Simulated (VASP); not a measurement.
All values below come from HSE06 screened hybrid with D3 dispersion (Becke-Johnson damping), VASP's PBE PAW potentials (set 64) (plane waves; VASP).

Input for VASP

File KPOINTS:
```
Automatic mesh
0
Gamma
2 2 2
0 0 0
```

INCAR:
```
SYSTEM = KMgF3
PREC = Accurate; ENCUT = 400; LREAL = .False.
LASPH = .True.; ISYM = 3
EDIFF = 1E-6; NELM = 100; ALGO = Normal
ISMEAR = 0; SIGMA = 0.01
GGA = PE; IVDW = 12; LHFCALC = .True.
AEXX = 0.25; HFSCREEN = 0.2; PRECFOCK = Fast
ISIF = 2
LWAVE = .False.; LCHARG = .False.
```

**POSCAR**
```
KMgF3
1
    3.9653410000     0.0000000000     0.0000000000
    0.0000000000     3.9653410000     0.0000000000
    0.0000000000     0.0000000000     3.9653410000
K Mg F
1 1 3
Direct
  0.5000000000   0.5000000000   0.5000000000
  0.0000000000   0.0000000000   0.0000000000
  0.0000000000   0.5000000000   0.0000000000
  0.5000000000   0.0000000000   0.0000000000
  0.0000000000   0.0000000000   0.5000000000
```

POTCAR, in this order: K_sv Mg F (PBE.64 set). Program: vasp_std.

The resulting files:

stdout:
```
 POSCAR found type information on POSCAR K MgF
 POSCAR found :  3 types and       5 ions
 Reading from existing POTCAR
 Reading from existing POTCAR

 -----------------------------------------------------------------------------
|                                                                             |
|     EEEEEEE  RRRRRR   RRRRRR   OOOOOOO  RRRRRR      ###     ###     ###     |
|     E        R     R  R     R  O     O  R     R     ###     ###     ###     |
|     E        R     R  R     R  O     O  R     R     ###     ###     ###     |
|     EEEEE    RRRRRR   RRRRRR   O     O  RRRRRR       #       #       #      |
|     E        R   R    R   R    O     O  R   R                               |
|     E        R    R   R    R   O     O  R    R      ###     ###     ###     |
|     EEEEEEE  R     R  R     R  OOOOOOO  R     R     ###     ###     ###     |
|                                                                             |
|     Unsupported xc functional, please specify VDW_S6, VDW_S8, VDW_A1        |
|     and VDW_A2 in the INCAR file.                                           |
|                                                                             |
|       ---->  I REFUSE TO CONTINUE WITH THIS SICK JOB ... BYE!!! <----       |
|                                                                             |
 -----------------------------------------------------------------------------
```

VASP stops with an error: Unsupported xc functional, please specify VDW_S6, VDW_S8, VDW_A1 and VDW_A2 in the INCAR file. ----> I REFUSE TO CONTINUE WITH THIS SICK JOB ... BYE!!! <----

The structure comes from a computed database's KMgF3 entry; how it stands against other phases isn't given here. The cell was not relaxed at this level. The k-mesh is coarse (spacing up to 0.79 per Å, 2π included), so the numbers may not be converged in it. The run is one of a series of settings (AEXX = 0.25, GGA = PE, HFSCREEN = 0.2, ISYM = 3, IVDW = 12, LHFCALC = .TRUE., PRECFOCK = Fast, KPOINTS 2×2×2 Γ-centred mesh against the base run), some of them coarse on purpose.
